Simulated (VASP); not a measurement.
Method: PBE GGA, VASP's PBE PAW potentials (set 64) (plane waves; VASP).

The input files of a VASP run:

POSCAR:
```
CdSe
6.050
  0.0000000000   0.5000000000   0.5000000000
  0.5000000000   0.0000000000   0.5000000000
  0.5000000000   0.5000000000   0.0000000000
Cd Se
1 1
Direct
  0.0000000000   0.0000000000   0.0000000000
  0.2500000000   0.2500000000   0.2500000000
```

KPOINTS:
```
Automatic
0
Gamma
  7 7 7
0 0 0
```

**INCAR**
```
# general
SYSTEM   =  CdSe
PREC     =  Accurate
ENCUT    =  400
LREAL    =  .FALSE.
LASPH    =  .TRUE.

# electronic loop
EDIFF    =  1E-6
NELM     =  100
ALGO     =  Normal
IMIX     =  4
AMIX     =  0.1
BMIX     =  3.0
LMAXMIX  =  4

# smearing
ISMEAR   =  0
SIGMA    =  0.05

# functional
GGA      =  PE

# ions
ISIF     =  2

# output
LWAVE    =  .FALSE.
LCHARG   =  .FALSE.
```

POTCAR, in this order: Cd Se (PBE.64 set). Program: vasp_std.

What will the output report for the number of irreducible k-points (NKPTS), number of bands (NBANDS), largest plane-wave count, number of space-group operations, FFT grid (NGX, NGY, NGZ)?

| Property | Value |
|---|---|
| number of irreducible k-points (NKPTS) | 20 |
| number of bands (NBANDS) | 13 |
| largest plane-wave count | 1014 |
| number of space-group operations | 24 |
| FFT grid (NGX, NGY, NGZ) | 28 × 28 × 28 |

The compound is CdSe in the zinc blende structure, whereas wurtzite is the usual form. The cell was not relaxed at this level. The run is one of a series of settings (AMIX = 0.1, BMIX = 3.0, IMIX = 4 against the base run), some of them coarse on purpose.
